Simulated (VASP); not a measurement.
Here is the system:

```
CeO2
1.0
    0.00000     2.71884     2.71884
    2.71884     0.00000     2.71884
    2.71884     2.71884     0.00000
Ce O
1 2
Direct
  0.00000   0.00000   0.00000
  0.25000   0.25000   0.25000
  0.75000   0.75000   0.75000
```

Calculation: PBE GGA with D3 dispersion (zero damping), VASP's PBE PAW potentials (set 64) (plane waves; VASP). Numerical set-up: 520 eV cut-off, Gaussian smearing of 0.050 eV, potentials Ce O.

**Question.** Give the energies of bands 7 to 15 at the high-symmetry points, in eV from the valence-band maximum.

**Answer.** 
```tsv
band	Γ	X	U	L	W
7	-3.80	-3.87	-3.22	-2.93	-2.90
8	-3.80	-1.20	-1.72	-2.93	-2.26
9	-3.80	-1.20	-1.39	-1.27	-1.06
10	-0.61	-0.78	-1.29	-1.20	-1.06
11	-0.61	-0.78	-0.75	-0.80	-0.72
12	-0.61	-0.61	-0.32	-0.80	-0.65
13	2.21	1.94	1.98	1.90	1.97
14	2.21	2.03	2.07	2.08	2.08
15	2.21	2.03	2.10	2.08	2.08
```

The gap is indirect, 1.90 eV, from the valence maximum at K-Γ at 0.29 to the conduction minimum at L.

The compound is CeO2 in the fluorite structure. It was relaxed first. The run is not spin-polarised, so no magnetic state was tried.
